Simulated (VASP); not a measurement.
Set up this calculation in VASP 6.6.1, as the native input.

```yaml
Task: relaxation of cell and atoms
Functional: PBE
Potentials_or_basis: VASP PAW PBE potentials, release 64 (Be, Se, O)
Cutoff: 520 eV
k_mesh: 6 × 6 × 6
Occupations: gaussian, width 0.03 eV
Spin: no spin polarisation
Further_INCAR_settings: ALGO = Normal; EDIFF = 1e-06; IBRION = 2; EDIFFG = -0.01; NSW = 90; ISIF = 3
```

The structure of Be3Se2O lies in POSCAR:

```
Be3Se2O
1.0
    5.7548853100      0.0000000000      0.0000000000
   -2.8774426600      4.9838768800      0.0000000000
    0.0000000000      0.0000000000      4.4620000000
Be Se O
3 2 1
Direct
    0.7304952200      0.0000000000      0.1828776300
    0.0000000000      0.7304952200      0.1828776300
    0.2695047800      0.2695047800      0.1828776300
    0.3333333300      0.6666666700      0.2050649900
    0.6666666700      0.3333333300      0.2050649900
    0.0000000000      0.0000000000      0.1851187800
```

The cell was built by a generator and needn't be a form met in nature.

The input as run:

INCAR

```
  PREC = Accurate
  ENCUT = 520
  EDIFF = 1E-6
  ISMEAR = 0
  SIGMA = 0.03
  LREAL = False
  LASPH = True
  NELM = 120
  ALGO = Normal
  ISIF = 3
  LWAVE = False
  LCHARG = False
  GGA = PE
  IBRION = 2
  NSW = 90
  EDIFFG = -0.01
  KPAR = 4
```

KPOINTS

```
regular mesh
0
Gamma
  6 6 6
```

Potentials or basis: VASP PAW PBE potentials, release 64 (Be, Se, O).

Run with:

```sh
$ cat potpaw_PBE.64/Be/POTCAR potpaw_PBE.64/Se/POTCAR potpaw_PBE.64/O/POTCAR > POTCAR
$ mpirun -np 4 vasp_std > vasp.out
```

Results of the run:

The relaxed volume is 23.71 Å³/atom, the relaxed cell is a = 5.776 Å, b = 5.776 Å, c = 4.923 Å, α = 90.00°, β = 90.00°, γ = 120.00° and the space group after relaxing (to 0.05 Å) is P-62m (No. 189). The energy gained by relaxing is 5.4 meV/atom, the ionic steps are 36 and the pressure after relaxing is 0.0 GPa. The largest force after relaxing is 0.008 eV/Å and the band gap on the k mesh is 2.72 eV, direct.

Caveat: this functional lacks dispersion, which binds the layers, so the pressure and a relaxed spacing across them are unreliable.

Run time: 9.4 min on 4 MPI ranks on Intel(R) Xeon(R) Platinum 8259CL CPU @ 2.50GHz (Skylake/Cascade Lake), with other jobs on the host, peak memory 0.33 GiB a rank.
